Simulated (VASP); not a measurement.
Level of theory: revPBE GGA, VASP's PBE PAW potentials (set 64) (plane waves; VASP).

VASP input:

### INCAR
```
ALGO=Normal
EDIFF=1E-7
ENCUT=520
GGA=RE
ISIF=2
ISMEAR=1
LASPH=.TRUE.
LCHARG=.FALSE.
LMAXMIX=4
LREAL=.FALSE.
LWAVE=.FALSE.
NELM=100
PREC=Accurate
SIGMA=0.1
SYSTEM=Pb
```

File POSCAR:
```
Pb
1
    0.0000000000     2.5110616573     2.5110616573
    2.5110616573     0.0000000000     2.5110616573
    2.5110616573     2.5110616573     0.0000000000
Pb
1
Direct
  0.0000000000   0.0000000000   0.0000000000
```

**KPOINTS**
```
Automatic mesh
0
Gamma
12 12 12
0 0 0
```

POTCAR, in this order: Pb_d (PBE.64 set). Program: vasp_std.

Output of the run:

File OSZICAR:
```
       N       E                     dE             d eps       ncg     rms          rms(c)
DAV:   1     0.100572342913E+03    0.10057E+03   -0.74268E+03  1612   0.149E+03
DAV:   2     0.142937164006E+01   -0.99143E+02   -0.97012E+02  1626   0.327E+02
DAV:   3    -0.312158345771E+01   -0.45510E+01   -0.45068E+01  1864   0.793E+01
DAV:   4    -0.322811497092E+01   -0.10653E+00   -0.10647E+00  1899   0.135E+01
DAV:   5    -0.323277460686E+01   -0.46596E-02   -0.46594E-02  1997   0.257E+00    0.457E-01
DAV:   6    -0.322722121743E+01    0.55534E-02   -0.11386E-02  2010   0.194E+00    0.243E-01
DAV:   7    -0.322618323184E+01    0.10380E-02   -0.54159E-03  1869   0.130E+00    0.864E-02
DAV:   8    -0.322627771844E+01   -0.94487E-04   -0.48345E-04  1797   0.390E-01    0.111E-02
DAV:   9    -0.322627363619E+01    0.40822E-05   -0.10767E-05  2023   0.606E-02    0.592E-03
DAV:  10    -0.322627208170E+01    0.15545E-05   -0.22597E-06  1704   0.200E-02    0.601E-04
DAV:  11    -0.322627208965E+01   -0.79506E-08   -0.76912E-08  1179   0.530E-03
   1 F= -.32262721E+01 E0= -.32262462E+01  d E =-.775271E-04
```

File OUTCAR:
```
------------------------ aborting loop because EDIFF is reached ----------------------------------------
  FORCE on cell =-STRESS in cart. coord.  units (eV):
  Direction    XX          YY          ZZ          XY          YZ          ZX
  --------------------------------------------------------------------------------------
  Total        0.3449523      0.3449523      0.3449523      0.0000000     -0.0000000      0.0000000
  in kB       17.4528978     17.4528978     17.4528978      0.0000000     -0.0000000      0.0000000
  external PRESSURE =      17.4528978 kB  Pullay stress =       0.0000000 kB
  volume of cell :       31.67
      direct lattice vectors                 reciprocal lattice vectors
     0.000000000  2.511061657  2.511061657    -0.199118966  0.199118966  0.199118966
     2.511061657  0.000000000  2.511061657     0.199118966 -0.199118966  0.199118966
     2.511061657  2.511061657  0.000000000     0.199118966  0.199118966 -0.199118966
 POSITION                                       TOTAL-FORCE (eV/Angst)
 -----------------------------------------------------------------------------------
      0.00000      0.00000      0.00000        -0.000000     -0.000000      0.000000
 -----------------------------------------------------------------------------------
    total drift:                               -0.000000     -0.000000     -0.000000
  FREE ENERGIE OF THE ION-ELECTRON SYSTEM (eV)
  ---------------------------------------------------
  free  energy   TOTEN  =        -3.2262720896 eV

  energy  without entropy=       -3.2261945626  energy(sigma->0) =       -3.22624625
```
(Selected blocks of OUTCAR.)

**OUTCAR**
```
 val. band max:        6.9186474754   @ k =  -0.3333   0.2500   0.0000

 cond. band min:       7.0251909811   @ k =  -0.4167   0.3333   0.1667


 Fermi energy:         6.9439955454

 k-point     1 :       0.0000    0.0000    0.0000
  band No.  band energies     occupation
      1     -10.1878      2.00000
      2     -10.1878      2.00000
      3     -10.1878      2.00000
      4     -10.0667      2.00000
      5     -10.0667      2.00000
      6      -4.5606      2.00000
      7      14.0000      0.00000
      8      14.0000      0.00000
      9      14.0000      0.00000
     10      16.6060      0.00000
     11      17.6644      0.00000

 k-point     2 :       0.0833    0.0000    0.0000
  band No.  band energies     occupation
      1     -10.1878      2.00000
      2     -10.1792      2.00000
      3     -10.1792      2.00000
      4     -10.0672      2.00000
      5     -10.0672      2.00000
      6      -4.4329      2.00000
      7      12.5211      0.00000
      8      13.8418      0.00000
      9      13.8418      0.00000
     10      16.2791      0.00000
     11      18.3835      0.00000

 k-point     3 :       0.1667    0.0000    0.0000
  band No.  band energies     occupation
      1     -10.1888      2.00000
      2     -10.1621      2.00000
      3     -10.1621      2.00000
      4     -10.0615      2.00000
      5     -10.0615      2.00000
      6      -4.0503      2.00000
      7      10.0365      0.00000
      8      13.4596      0.00000
      9      13.4596      0.00000
     10      15.9005      0.00000
     11      19.2899      0.00000

 k-point     4 :       0.2500    0.0000    0.0000
  band No.  band energies     occupation
      1     -10.1925      2.00000
      2     -10.1568      2.00000
      3     -10.1568      2.00000
      4     -10.0350      2.00000
      5     -10.0350      2.00000
      6      -3.4209      2.00000
      7       7.5911     -0.00000
      8      13.0134      0.00000
      9      13.0134      0.00000
...
```

Unless said otherwise, spin-orbit coupling is left out, though it shifts the bands of the heavy elements here.

The compound is Pb in the fcc structure. This cell is one point of a volume scan, at 0.97 of the reference volume.
